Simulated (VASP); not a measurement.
Computed with r2SCAN meta-GGA, VASP's PBE PAW potentials (set 64) (plane waves; VASP).

The input files of a VASP run:

INCAR:
```
ALGO  =  Normal
EDIFF  =  1E-8
EDIFFG  =  -0.001
ENCUT  =  520
IBRION  =  1
ISIF  =  2
ISMEAR  =  0
LASPH  =  .TRUE.
LCHARG  =  .FALSE.
LMAXMIX  =  4
LMIXTAU  =  .TRUE.
LREAL  =  .FALSE.
LWAVE  =  .FALSE.
METAGGA  =  R2SCAN
NELM  =  100
NSW  =  30
PREC  =  Accurate
SIGMA  =  0.05
SYSTEM  =  ZnF2
```

### KPOINTS
```
kpoints
0
G
4 4 6
0 0 0
```

**POSCAR**
```
ZnF2
1.0
  4.7058168410   0.0000000000   0.0000000000
  0.0000000000   4.7058168410   0.0000000000
  0.0000000000   0.0000000000   3.1339948123
Zn F
2 4
Cart
  4.7058168410   4.7058168410   0.0000000000
  2.3529084205   2.3529084205   1.5669974062
  1.4267641929   1.4267641929   3.1339948123
  3.7796726134   0.9261442276   1.5669974062
  0.9261442276   3.7796726134   1.5669974062
  3.2790526481   3.2790526481   0.0000000000
```

POTCAR, in this order: Zn F (PBE.64 set). Program: vasp_std.

**Question.** What does the run give for the energy per atom (σ→0), band gap (on the k-mesh)?

**Answer.** 
The energy per atom (σ→0) is -734.4 kJ/mol-atom and the band gap (on the k-mesh) is 4.20 eV.

File OSZICAR:
```
...
DAV:   4    -0.456662769888E+02    0.49800E-05   -0.34533E-06  1488   0.184E-02    0.108E-03
DAV:   5    -0.456662810933E+02   -0.41044E-05   -0.33141E-06  1488   0.193E-02    0.507E-04
DAV:   6    -0.456662817224E+02   -0.62914E-06   -0.44265E-07  1502   0.601E-03    0.606E-04
DAV:   7    -0.456662817608E+02   -0.38342E-07   -0.19518E-08  1122   0.128E-03    0.287E-04
DAV:   8    -0.456662817252E+02    0.35603E-07   -0.68280E-09   933   0.998E-04    0.800E-05
DAV:   9    -0.456662817508E+02   -0.25635E-07   -0.21153E-09   800   0.455E-04    0.271E-05
DAV:  10    -0.456662817467E+02    0.41282E-08   -0.27309E-10   744   0.197E-04
   3 F= -.45666282E+02 E0= -.45666282E+02  d E =-.126893E-05
```

The compound is ZnF2 in the rutile structure. This run relaxes the ions in a fixed cell. Symmetry was kept, so distortions that lower it aren't found. The start is the result of an earlier pass.
